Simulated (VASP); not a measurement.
Runs of VASP 6.6.1 on Cd3SbN. The structure is cubic, space group Pm-3m (No. 221). Conventional cell: a = 4.600 Å, b = 4.600 Å, c = 4.600 Å, α = 90.00°, β = 90.00°, γ = 90.00°. Around Sb (site symmetry m-3m) lie 12 Cd at 3.25 Å. N (site symmetry m-3m) has 6 Cd at 2.30 Å as nearest neighbours. Cd (site symmetry 4/mmm) is surrounded by 2 N at 2.30 Å. The cell comes from a database or a generator and needn't be the stable form of this composition.

```tsv
cell	gap on the mesh (eV)	pressure (GPa)
Pm-3m, 19.47 Å³/atom	none	0.7
Pm-3m, 23.53 Å³/atom	none	-9.8
Pm-3m, 21.54 Å³/atom	none	-6.3
Pm-3m, 19.27 Å³/atom	none	(a)
```

Alike in all rows: task single point; level PBEsol; potentials or basis VASP PAW PBE potentials, release 64 (Sb, N, Cd); no spin polarisation; k mesh 4 × 4 × 4; cutoff (eV) 520; smearing gaussian 0.05 eV.

Task: Estimate the missing entries.

Result: (a) 1.6.

Caveats: the PAW data sets were made with another functional, which shifts forces and pressure a little.

A k mesh can miss the band edges, and the runs leave out spin-orbit coupling on Cd, Sb.

A gap of «none» marks a metal or a gap under the smearing width.
